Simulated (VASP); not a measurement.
Input:

```
BaS3
1.0
    6.95040     0.00000     0.00000
    0.00000     6.95040     0.00000
    0.00000     0.00000     4.22030
Ba S
2 6
Direct
  0.00000   0.00000   0.00000
  0.50000   0.50000   0.00000
  0.00000   0.50000   0.21148
  0.50000   0.00000   0.78852
  0.17796   0.32204   0.47477
  0.67796   0.17796   0.52523
  0.32204   0.82204   0.52523
  0.82204   0.67796   0.47477
```

Method: r2SCAN meta-GGA, VASP's PBE PAW potentials (set 64) (plane waves; VASP 6.6.1). Numerical set-up: 400 eV cut-off, 3×3×5 Γ-centred mesh, Gaussian smearing of 0.050 eV, potentials Ba_sv S.

Unless said otherwise, spin-orbit coupling is left out, though it shifts the bands of the heavy elements here.

Problem. Estimate the energy per atom (σ→0), band gap (on the k-mesh) with the smallest direct gap where there is one.

Solution. 
- band gap (on the k-mesh) = 1.77 eV
- smallest direct gap (on the k-mesh) = 1.77 eV
- energy per atom (σ→0) = -13.881 eV/atom

Total energies compare only between runs with the same potentials, cut-off and functional.

The compound is BaS3 in the sg113 structure. It was relaxed first. The start is the result of an earlier pass.
